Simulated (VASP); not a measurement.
All values below come from PBE GGA with D3 dispersion (Becke-Johnson damping), VASP's PBE PAW potentials (set 64) (plane waves; VASP 6.6.1).

VASP ran on this input.

POSCAR:
```
Cu
1
    0.0000000000     1.7840571348     1.7840571348
    1.7840571348     0.0000000000     1.7840571348
    1.7840571348     1.7840571348     0.0000000000
Cu
1
Direct
  0.0000000000   0.0000000000   0.0000000000
```

File KPOINTS:
```
Automatic mesh
0
Gamma
 20 20 20
```

INCAR:
```
! general
SYSTEM  = Cu
PREC    = Accurate
ENCUT   = 520   ! plane-wave cut-off (eV)
LREAL   = .FALSE.
LASPH   = .TRUE.

! electronic loop
EDIFF   = 1E-7
NELM    = 100   ! most electronic steps
ALGO    = Normal   ! blocked Davidson
LMAXMIX = 4

! smearing
ISMEAR  = -5   ! tetrahedra, Bloechl

! functional
GGA     = PE   ! PBE
IVDW    = 12

! ions
ISIF    = 2

! output
LWAVE   = .FALSE.
LCHARG  = .TRUE.
LORBIT  = 11
NEDOS   = 601   ! DOS grid
```

POTCAR, in this order: Cu (PBE.64 set). Program: vasp_std.

Output of the run:

OSZICAR:
```
       N       E                     dE             d eps       ncg     rms          rms(c)
DAV:   1     0.359800028353E+02    0.35980E+02   -0.57203E+03  4744   0.208E+03
DAV:   2    -0.419418521743E+01   -0.40174E+02   -0.38257E+02  4631   0.197E+02
DAV:   3    -0.462698517163E+01   -0.43280E+00   -0.43189E+00  5529   0.297E+01
DAV:   4    -0.462981461784E+01   -0.28294E-02   -0.28295E-02  5546   0.218E+00
DAV:   5    -0.462984738445E+01   -0.32767E-04   -0.32767E-04  5476   0.187E-01    0.773E+00
DAV:   6    -0.406116103657E+01    0.56869E+00   -0.16288E+01  4863   0.953E+01    0.368E+00
DAV:   7    -0.372512360602E+01    0.33604E+00   -0.24605E+00  4915   0.367E+01    0.624E-01
DAV:   8    -0.371255899389E+01    0.12565E-01   -0.48482E-03  5546   0.105E+00    0.273E-01
DAV:   9    -0.371126296017E+01    0.12960E-02   -0.90272E-03  5240   0.207E+00    0.289E-02
DAV:  10    -0.371126517812E+01   -0.22180E-05   -0.33843E-05  6786   0.118E-01    0.858E-03
DAV:  11    -0.371126333141E+01    0.18467E-05   -0.11650E-06  5175   0.236E-02    0.242E-04
DAV:  12    -0.371126343244E+01   -0.10104E-06   -0.80788E-09  2962   0.122E-03    0.103E-04
DAV:  13    -0.371126347494E+01   -0.42499E-07   -0.29164E-09  2532   0.971E-04
   1 F= -.43184824E+01 E0= -.43184824E+01  d E =0.000000E+00
```

OUTCAR:
```
------------------------ aborting loop because EDIFF is reached ----------------------------------------
 Edisp (eV)   -0.60722
  FORCE on cell =-STRESS in cart. coord.  units (eV):
  Direction    XX          YY          ZZ          XY          YZ          ZX
  --------------------------------------------------------------------------------------
  Total      -0.01239    -0.01239    -0.01239     0.00000     0.00000     0.00000
  in kB      -1.74779    -1.74779    -1.74779     0.00000     0.00000     0.00000
  external pressure =       -1.75 kB  Pullay stress =        0.00 kB
  volume of cell :       11.36
      direct lattice vectors                 reciprocal lattice vectors
     0.000000000  1.784057135  1.784057135    -0.280260083  0.280260083  0.280260083
     1.784057135  0.000000000  1.784057135     0.280260083 -0.280260083  0.280260083
     1.784057135  1.784057135  0.000000000     0.280260083  0.280260083 -0.280260083
 POSITION                                       TOTAL-FORCE (eV/Angst)
 -----------------------------------------------------------------------------------
      0.00000      0.00000      0.00000        -0.000000     -0.000000     -0.000000
 -----------------------------------------------------------------------------------
    total drift:                               -0.000000     -0.000000     -0.000000
  FREE ENERGIE OF THE ION-ELECTRON SYSTEM (eV)
  ---------------------------------------------------
  free  energy   TOTEN  =        -4.3184824014 eV

  energy  without entropy=       -4.3184824014  energy(sigma->0) =       -4.31848240

 total charge

# of ion       s       p       d       tot
------------------------------------------
    1        0.461   0.411   9.177  10.048
```
(Selected blocks of OUTCAR.)

For a metal the tetrahedron method with Blöchl corrections gives inexact stress and forces.

The compound is Cu in the fcc structure. It was relaxed first.
